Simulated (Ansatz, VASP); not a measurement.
# C ((14,0) graphene nanotube bundle): VASP beside Ansatz

Wanted: the spread between two codes on one cell, functional and k mesh. Of the first pair: The structure shown is the start of the Ansatz relaxation below; VASP solves that cell, so the two are compared at the walk's first step.

Calculated with Ansatz 0.2.0; plane waves, with VASP 6.6.1 beside it; PBE with D4.

**1. Starting point**

The cell holds 112 atoms: 112 C. Cell: a = 13.982 Å, b = 13.522 Å, c = 8.232 Å, α = 90.0°, β = 90.0°, γ = 121.1°. It derives from C (graphene). As first built, before any earlier steps moved the atoms or strained the cell (in the runner's words): graphene sheet (a = 2.46 A) rolled into an (14,0) tube of diameter 10.96 A, 2 periods, hexagonal bundle with 3.3 A between walls; minimised with a classical potential (cell length normal to the plane free). The structure's axis is c.

**2. Ansatz: relaxation, PBE with D4**

Ansatz runs on its default PAW (the set named soft_2) files.

The two programs are compared at the cell with which this relaxation starts, whose forces are those of its first step.

The input, input.yaml:

```yaml
crystal:
  lattice:
    - [13.98201, 0.0, 0.0]
    - [-6.99101, 11.57429, 0.0]
    - [0.0, 0.0, 8.23183]
  atoms:
    - { symbol: C, position: [0.38621, 0.0, 0.17575] }
    - { symbol: C, position: [0.42788, 0.10226, 0.09235] }
    - { symbol: C, position: [0.44756, 0.19909, 0.17571] }
    - { symbol: C, position: [0.44318, 0.28479, 0.0922] }
    - { symbol: C, position: [0.42788, 0.10226, 0.42567] }
    - { symbol: C, position: [0.44756, 0.19909, 0.34231] }
    - { symbol: C, position: [0.41566, 0.35474, 0.17564] }
    - { symbol: C, position: [0.36872, 0.40722, 0.0923] }
    - { symbol: C, position: [0.44318, 0.28479, 0.42582] }
    - { symbol: C, position: [0.41566, 0.35474, 0.34238] }
    - { symbol: C, position: [0.30489, 0.44069, 0.17578] }
    - { symbol: C, position: [0.2261, 0.4522, 0.09244] }
    - { symbol: C, position: [0.36872, 0.40722, 0.42572] }
    - { symbol: C, position: [0.30489, 0.44069, 0.34224] }
    - { symbol: C, position: [0.1358, 0.44069, 0.17578] }
    - { symbol: C, position: [0.0385, 0.40722, 0.0923] }
    - { symbol: C, position: [0.2261, 0.4522, 0.42558] }
    - { symbol: C, position: [0.1358, 0.44069, 0.34224] }
    - { symbol: C, position: [0.93907, 0.35474, 0.17564] }
    - { symbol: C, position: [0.84161, 0.28479, 0.0922] }
    - { symbol: C, position: [0.0385, 0.40722, 0.42572] }
    - { symbol: C, position: [0.93907, 0.35474, 0.34238] }
    - { symbol: C, position: [0.75153, 0.19909, 0.17571] }
    - { symbol: C, position: [0.67439, 0.10226, 0.09235] }
    - { symbol: C, position: [0.84161, 0.28479, 0.42582] }
    - { symbol: C, position: [0.75153, 0.19909, 0.34231] }
    - { symbol: C, position: [0.61379, 0.0, 0.17575] }
    - { symbol: C, position: [0.57212, 0.89774, 0.09235] }
    - { symbol: C, position: [0.67439, 0.10226, 0.42567] }
    - { symbol: C, position: [0.61379, 0.0, 0.34227] }
[... 76 atom lines left out ...]
    - { symbol: C, position: [0.24847, 0.80091, 0.67571] }
    - { symbol: C, position: [0.32561, 0.89774, 0.59235] }
    - { symbol: C, position: [0.15839, 0.71521, 0.92582] }
    - { symbol: C, position: [0.24847, 0.80091, 0.84231] }
    - { symbol: C, position: [0.32561, 0.89774, 0.92567] }
    - { symbol: C, position: [0.38621, 0.0, 0.84227] }
kpoints:
  mp_grid: { grid: [1, 1, 2] }
hamiltonian:
  xc: pbe
  dispersion: d4
scf:
  occupations: { method: gaussian, width: 0.025 }
output:
  forces: true
  eigenvalues: true
  stress: true
relax:
  f_tol: 0.05
  max_steps: 70
```

The run is started by

```bash
ansatz run input.yaml --threads 8 --pin off --max-ram 15872MiB --backend cpu --events-out ev --progress --plain --runs-dir out
```

Numbers of over 12 decimals in the logs are rounded to 6 here.

Log:

```text
Warning: the atoms were moved onto the symmetric positions of the space group found under crystal.symmetry.tolerance 1.0e-5 (fractional; no operation is sought that the atoms, as they stand in a round, miss by more than twice it, and no atom is moved by as much as it), and the run uses the moved positions. Before a round's move an operation carried an atom to 1.40e-4 Å from where it should land, the largest such dist [...]
[...]
- { symbol: C, position: [0.465786, 0.206894, 0.342891] }
    - { symbol: C, position: [0.426782, 0.362927, 0.175018] }
    - { symbol: C, position: [0.376935, 0.415646, 0.092902] }
    - { symbol: C, position: [0.460014, 0.294651, 0.425231] }
    - { symbol: C, position: [0.426782, 0.362927, 0.343002] }
    - { symbol: C, position: [0.313558, 0.453257, 0.175170] }
    - { symbol: C, position: [0.233541, 0.467082, 0.093047] }
    - { symbol: C, position: [0.376935, 0.415646, 0.425118] }
    - { symbol: C, position: [0.313558, 0.453257, 0.342850] }
    - { symbol: C, position: [0.139699, 0.453257, 0.175170] }
    - { symbol: C, position: [0.038711, 0.415646, 0.092902] }
    - { symbol: C, position: [0.233541, 0.467082, 0.424973] }
    - { symbol: C, position: [0.139699, 0.453257, 0.342850] }
    - { symbol: C, position: [0.936145, 0.362927, 0.175018] }
    - { symbol: C, position: [0.834637, 0.294651, 0.092789] }
    - { symbol: C, position: [0.038711, 0.415646, 0.425118] }
    - { symbol: C, position: [0.936145, 0.362927, 0.343002] }
    - { symbol: C, position: [0.741108, 0.206894, 0.175129] }
    - { symbol: C, position: [0.663845, 0.105792, 0.092989] }
    - { symbol: C, position: [0.834637, 0.294651, 0.425231] }
    - { symbol: C, position: [0.741108, 0.206894, 0.342891] }
    - { symbol: C, position: [0.603620, -1.1617586267184763e-18, 0.175143] }
    - { symbol: C, position: [0.558053, 0.894208, 0.092989] }
    - { symbol: C, position: [0.663845, 0.105792, 0.425031] }
[...]
- { symbol: C, position: [0.961289, 0.584354, 0.925118] }
    - { symbol: C, position: [0.063855, 0.637073, 0.843002] }
    - { symbol: C, position: [0.258892, 0.793106, 0.675129] }
    - { symbol: C, position: [0.336155, 0.894208, 0.592989] }
    - { symbol: C, position: [0.165363, 0.705349, 0.925231] }
    - { symbol: C, position: [0.258892, 0.793106, 0.842891] }
    - { symbol: C, position: [0.336155, 0.894208, 0.925031] }
    - { symbol: C, position: [0.396380, 6.900936239958395e-19, 0.842877] }
```

**3. VASP: single point, PBE with D4, start cell, pair 1**

The same cell, functional, mesh and smearing now go to VASP, with its own data sets.

Lines of VASP's logs that name or quote its potential files are left out, and so is its time.

The input, INCAR:

```
SYSTEM = C
PREC = Accurate
ENCUT = 520
EDIFF = 1E-06
NELM = 120
ISMEAR = 0
SIGMA = 0.025
LREAL = Auto
ALGO = Normal
GGA = PE
IVDW = 13
NBANDS = 304
LORBIT = 11
LWAVE = .FALSE.
LCHARG = .FALSE.
ISIF = 2
LASPH = .TRUE.
GGA_COMPAT = .FALSE.
EFERMI = MIDGAP
KPAR = 2
NCORE = 2
```

The input, POSCAR:

```
C
1.0
   13.9820100000      0.0000000000      0.0000000000
   -6.9910100000     11.5742900000      0.0000000000
    0.0000000000      0.0000000000      8.2318300000
C
112
Direct
    0.3862105663      0.0000000000      0.1757498029
    0.4278733935      0.1022607002      0.0923479348
    0.4475551674      0.1990873738      0.1757072850
    0.4431816381      0.2847902550      0.0921991222
    0.4278733935      0.1022607002      0.4256699300
    0.4475551674      0.1990873738      0.3423105798
    0.4156632744      0.3547427099      0.1756404712
    0.3687223570      0.4072210909      0.0922963059
    0.4431816381      0.2847902550      0.4258187426
    0.4156632744      0.3547427099      0.3423773936
    0.3048899094      0.4406918264      0.1757771358
    0.2260996883      0.4522000918      0.0924420815
    0.3687223570      0.4072210909      0.4257215589
    0.3048899094      0.4406918264      0.3422407290
    0.1358012018      0.4406918264      0.1757771358
    0.0384980187      0.4072210909      0.0922963059
    0.2260996883      0.4522000918      0.4255757833
    0.1358012018      0.4406918264      0.3422407290
    0.9390787204      0.3547427099      0.1756404712
    0.8416079016      0.2847902550      0.0921991222
    0.0384980187      0.4072210909      0.4257215589
    0.9390787204      0.3547427099      0.3423773936
    0.7515314912      0.1990873738      0.1757072850
    0.6743865915      0.1022607002      0.0923479348
    0.8416079016      0.2847902550      0.4258187426
    0.7515314912      0.1990873738      0.3423105798
    0.6137887185      0.0000000000      0.1757498029
    0.5721258913      0.8977392998      0.0923479348
    0.6743865915      0.1022607002      0.4256699300
    0.6137887185      0.0000000000      0.3422680619
[... 76 atom lines left out ...]
    0.2484677936      0.8009126262      0.6757072850
    0.3256126933      0.8977392998      0.5923479348
    0.1583913832      0.7152097450      0.9258187426
    0.2484677936      0.8009126262      0.8423105798
    0.3256126933      0.8977392998      0.9256699300
    0.3862105663      0.0000000000      0.8422680619
```

The input, KPOINTS:

```
Automatic mesh
0
Gamma
1 1 2
0 0 0
```

The projector-augmented-wave data sets are C (PBE family, release 64).

The run is started by

```bash
mpirun -np 16 vasp_std
```

Log:

```text
[banner, memory and clock lines left out]
running   16 mpi-ranks, on    1 nodes
[...]
LDA part: xc-table for (Slater+PW92), standard interpolation
 POSCAR, INCAR and KPOINTS ok, starting setup
[...]
entering main loop
       N       E                     dE             d eps       ncg     rms          rms(c)
DAV:   1     0.273204925957E+04    0.27320E+04   -0.22080E+05  1216   0.133E+03
DAV:   2    -0.800614759385E+03   -0.35327E+04   -0.33710E+04  1584   0.318E+02
DAV:   3    -0.109974116572E+04   -0.29913E+03   -0.29541E+03  1424   0.917E+01
DAV:   4    -0.110768241210E+04   -0.79412E+01   -0.79108E+01  1560   0.165E+01
[...]
DAV:  19    -0.101285939598E+04   -0.20080E-05   -0.76078E-08   864   0.526E-04    0.282E-04
DAV:  20    -0.101285939720E+04   -0.12146E-05   -0.53534E-08   816   0.341E-04    0.960E-05
DAV:  21    -0.101285939721E+04   -0.13548E-07   -0.95801E-09   880   0.161E-04
   1 F= -.10297490E+04 E0= -.10297490E+04  d E =-.242996E-30
```

Parts of OUTCAR (step 3):

```text
  FREE ENERGIE OF THE ION-ELECTRON SYSTEM (eV)
  ---------------------------------------------------
  free  energy   TOTEN  =     -1029.7490303651 eV

  energy  without entropy=    -1029.7490303651  energy(sigma->0) =    -1029.74903037
```

The run ends at a pressure of 23.84 GPa, with forces up to 0.54 eV/Å.

**4. Comparison**

Known differences besides the potentials themselves: Ansatz takes its cutoff from its data sets, VASP runs at 520 eV. Total energies have different zeros and are not compared.

Forces on 10 of the 112 atoms, those with the largest forces and the largest differences (eV/Å; atoms numbered as in POSCAR):

```csv
atom,"Ansatz x, y, z","VASP x, y, z"
C1,"0.461, 0.000, -0.025","0.476, 0.000, -0.022"
C3,"0.474, 0.244, -0.038","0.482, 0.245, -0.036"
C6,"0.474, 0.244, 0.038","0.482, 0.245, 0.036"
C23,"-0.474, 0.244, -0.038","-0.482, 0.245, -0.036"
C26,"-0.474, 0.244, 0.038","-0.482, 0.245, 0.036"
C27,"-0.461, 0.000, -0.025","-0.476, 0.000, -0.022"
C30,"-0.461, 0.000, 0.025","-0.476, 0.000, 0.022"
C31,"-0.474, -0.244, -0.038","-0.482, -0.245, -0.036"
C54,"0.474, -0.244, 0.038","0.482, -0.245, 0.036"
C62,"0.474, 0.244, 0.038","0.482, 0.245, 0.036"
```

The forces differ by 5.6 meV/Å r.m.s., which is 2.0 % of the r.m.s. force of 0.282 eV/Å (both taken over all components). Where the cell holds vacuum, a pressure given here is an average over it and none of the material.

**5. Ansatz: relaxation, PBE with D4**

This run makes the geometry at which the two programs are then compared.

The structure compared here is the end of the Ansatz relaxation.

This is the run of step 2 again, met here at its other cell.

**6. VASP: single point, PBE with D4, relaxed atoms in a fixed cell, pair 2**

The same cell, functional, mesh and smearing now go to VASP, with its own data sets.

INCAR, as its differences from that of step 3:

```diff
@@ -2,3 +2,3 @@
 PREC = Accurate
-ENCUT = 520
+ENCUT = 600
 EDIFF = 1E-06
```

The input, POSCAR:

```
C
1.0
   13.9820100000      0.0000030000      0.0000000000
   -6.9910070000     11.5742880000      0.0000000000
    0.0000000000      0.0000000000      8.2318300000
C
112
Direct
    0.3963800000      0.0000000000      0.1751400000
    0.4419450000      0.1057900000      0.0929900000
    0.4657850000      0.2068900000      0.1751300000
    0.4600100000      0.2946500000      0.0927900000
    0.4419450000      0.1057900000      0.4250300000
    0.4657850000      0.2068900000      0.3428900000
    0.4267850000      0.3629300000      0.1750200000
    0.3769350000      0.4156500000      0.0929000000
    0.4600100000      0.2946500000      0.4252300000
    0.4267850000      0.3629300000      0.3430000000
    0.3135600000      0.4532600000      0.1751700000
    0.2335400000      0.4670800000      0.0930500000
    0.3769350000      0.4156500000      0.4251200000
    0.3135600000      0.4532600000      0.3428500000
    0.1397000000      0.4532600000      0.1751700000
    0.0387150000      0.4156500000      0.0929000000
    0.2335400000      0.4670800000      0.4249700000
    0.1397000000      0.4532600000      0.3428500000
    0.9361450000      0.3629300000      0.1750200000
    0.8346400000      0.2946500000      0.0927900000
    0.0387150000      0.4156500000      0.4251200000
    0.9361450000      0.3629300000      0.3430000000
    0.7411050000      0.2068900000      0.1751300000
    0.6638450000      0.1057900000      0.0929900000
    0.8346400000      0.2946500000      0.4252300000
    0.7411050000      0.2068900000      0.3428900000
    0.6036200000      0.0000000000      0.1751400000
    0.5580550000      0.8942100000      0.0929900000
    0.6638450000      0.1057900000      0.4250300000
    0.6036200000      0.0000000000      0.3428800000
[... 76 atom lines left out ...]
    0.2588950000      0.7931100000      0.6751300000
    0.3361550000      0.8942100000      0.5929900000
    0.1653600000      0.7053500000      0.9252300000
    0.2588950000      0.7931100000      0.8428900000
    0.3361550000      0.8942100000      0.9250300000
    0.3963800000      0.0000000000      0.8428800000
```

KPOINTS is that of step 3.

The run is started by

```bash
mpirun -np 16 vasp_std
```

Log:

```text
[... set-up lines as in an earlier step ...]
 entering main loop
       N       E                     dE             d eps       ncg     rms          rms(c)
DAV:   1     0.282685977887E+04    0.28269E+04   -0.23695E+05  1216   0.149E+03
DAV:   2    -0.772933888525E+03   -0.35998E+04   -0.34147E+04  1568   0.326E+02
DAV:   3    -0.109003842752E+04   -0.31710E+03   -0.31271E+03  1424   0.945E+01
DAV:   4    -0.109897106607E+04   -0.89326E+01   -0.88953E+01  1568   0.174E+01
[...]
DAV:  18    -0.101720415746E+04   -0.21808E-04   -0.74669E-07   896   0.136E-03    0.812E-04
DAV:  19    -0.101720415956E+04   -0.21062E-05   -0.10528E-07   840   0.574E-04    0.260E-04
DAV:  20    -0.101720416021E+04   -0.64771E-06   -0.61940E-08   816   0.395E-04
   1 F= -.10346900E+04 E0= -.10346900E+04  d E =-.252087E-25
```

From OUTCAR (step 6):

```text
  FREE ENERGIE OF THE ION-ELECTRON SYSTEM (eV)
  ---------------------------------------------------
  free  energy   TOTEN  =     -1034.6899514601 eV

  energy  without entropy=    -1034.6899514601  energy(sigma->0) =    -1034.68995146
```

The run ends at a pressure of 13.17 GPa, with forces up to 0.057 eV/Å.

**7. Comparison**

What differs besides the data sets and the points named for the pairs above, as far as they apply: Ansatz takes its cutoff from its data sets, VASP runs at 600 eV. Total energies have different zeros and are not compared.

Compared:

```csv
quantity,Ansatz,VASP,difference
pressure (GPa),13.15,13.17,-0.02
gap on the k mesh (eV),0.370,0.370,+0.001
```

Forces on 10 of the 112 atoms, those with the largest forces and the largest differences (eV/Å; atoms numbered as in POSCAR):

```csv
atom,"Ansatz x, y, z","VASP x, y, z"
C3,"0.030, -0.010, -0.023","0.037, -0.005, -0.029"
C6,"0.030, -0.010, 0.023","0.037, -0.005, 0.029"
C7,"-0.017, 0.011, -0.044","-0.014, 0.017, -0.053"
C10,"-0.017, 0.011, 0.044","-0.014, 0.017, 0.053"
C19,"0.017, 0.011, -0.044","0.014, 0.017, -0.053"
C22,"0.017, 0.011, 0.044","0.014, 0.017, 0.053"
C26,"-0.030, -0.010, 0.023","-0.037, -0.005, 0.029"
C38,"0.017, -0.011, 0.044","0.014, -0.017, 0.053"
C47,"-0.017, -0.011, -0.044","-0.014, -0.017, -0.053"
C50,"-0.017, -0.011, 0.044","-0.014, -0.017, 0.053"
```

The forces differ by 5.6 meV/Å r.m.s., which is 23.0 % of the r.m.s. force of 0.024 eV/Å (both taken over all components). A gap on the mesh is an upper bound, since the band edges may lie between its points. Where the cell holds vacuum, a pressure given here is an average over it and none of the material.

(Part 1 of 2 ends here.)

[Lines on the potential files, build, host, timing and source positions are cut from VASP's logs without a mark.]

[Logs are printed without paths, hosts, clocks, repeated set-up lines and the standing remarks that a program may print on its own settings, such as how far it seeks lower states.]

[Hosts, paths, dates, database ids (printed as entryN), source tags and the programs' standing remarks are cut or masked in the printed files.]
